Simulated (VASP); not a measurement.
A convergence study with VASP on Li2S (antifluorite): one setting is varied, all else stays as given below, so the limit is that of these other settings.

```xyz
3
Lattice="0.0000 2.8600 2.8600 2.8600 0.0000 2.8600 2.8600 2.8600 0.0000" Properties=species:S:1:pos:R:3 pbc="T T T"
Li     1.4300     1.4300     1.4300
Li     4.2900     4.2900     4.2900
S      0.0000     0.0000     0.0000
```

Computed with PBE GGA, VASP's PBE PAW potentials (set 64) (plane waves; VASP 6.6.1). The tightest run used: 700 eV cut-off, 16×16×16 Γ-centred mesh, tetrahedra with Blöchl corrections, potentials Li_sv S.

Gaps are read on the run's mesh, which can miss a band edge.

| setting | E (eV/atom) | pressure (GPa) | gap on the mesh (eV) | irreducible k-points |
|---|---|---|---|---|
| 3×3×3 mesh | -3.9795 | -0.16 | 4.113 | 4 |
| 4×4×4 mesh | -3.9957 | -0.41 | 3.393 | 8 |
| 5×5×5 mesh | -3.9979 | -0.45 | 3.677 | 10 |

Task: These are the cheaper rows. Estimate the results at 16×16×16 mesh, and how far the last row shown lies from them.

Result: 
| quantity | tightest run | last row shown is off by |
|---|---|---|
| E (eV/atom) | -3.9983 | 0.0004 |
| pressure (GPa) | -0.46 | 0.01 |
| gap on the mesh (eV) | 3.397 | 0.280 |

Left out are rungs that failed or repeat a setting and relaxations that didn't move; long series are thinned to 24 rows.

The compound is Li2S in the antifluorite structure. The cell was not relaxed at this level.
